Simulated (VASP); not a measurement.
TlGa2Ag: single point with PBE

TlGa2Ag:

```
Ag Ga Tl
1.0
     1.09905   -3.79534    0.00000
     1.09905   -1.73854   -3.37374
     7.10269    0.00000    0.00000
Ag Ga Tl
1 2 1
Cartesian
  4.6504 -2.7669 -1.6869
  6.9756 -4.1504 -2.5303
  2.3252 -1.3835 -0.8434
  0.0000 0.0000 0.0000
```

The cell was built by a generator and needn't be a form met in nature.

| Property | Result |
| --- | --- |
| Program | VASP 6.6.1 |
| Task | single point |
| Functional | PBE |
| Potentials or basis | VASP PAW PBE potentials, release 64 (Ag, Ga_d, Tl_d) |
| Cutoff | 520 eV |
| k mesh | 5 × 5 × 5 |
| Occupations | fermi-dirac, width 0.0103 eV |
| Spin | no spin polarisation |
| Dipole correction | no |
| Further INCAR settings | ALGO = Fast; EDIFF = 1e-06; NBANDS = 33 |

```json
{"Pressure": "1.7 GPa", "Largest force": "1.130 eV/Å", "Band gap on the k mesh": "none (metal or under the smearing width)"}
```

Forces in eV/Å, atoms in the order of the input:
```
Ag   0.000  0.000  0.000
Ga  -1.070 -0.310 -0.189
Ga   1.070  0.310  0.189
Tl   0.000  0.000  0.000
```

Stress tensor (GPa, compression positive):
```
1.85 0.06 0.03
0.06 1.67 0.01
0.03 0.01 1.66
```

Levels at points of the mesh, in eV from the Fermi level:
```csv
k point,band 21,band 22,band 23,band 24,band 25,band 26,band 27,band 28
"(0.00, 0.00, 0.00)",-4.33,-4.33,-4.15,2.71,3.04,3.04,3.94,4.51
```

It took 37 s on 1 thread of Intel(R) Xeon(R) 6975P-C (Granite Rapids) (shared host), peak memory 0.24 GiB.

Caveat: the k mesh is coarse (spacing up to 0.37 Å⁻¹), so the values aren't converged; forces of over 1 eV/Å show positions far from the minimum, so gaps and moduli don't describe the material at rest. The run has no spin-orbit coupling, so splittings on Tl are missing.
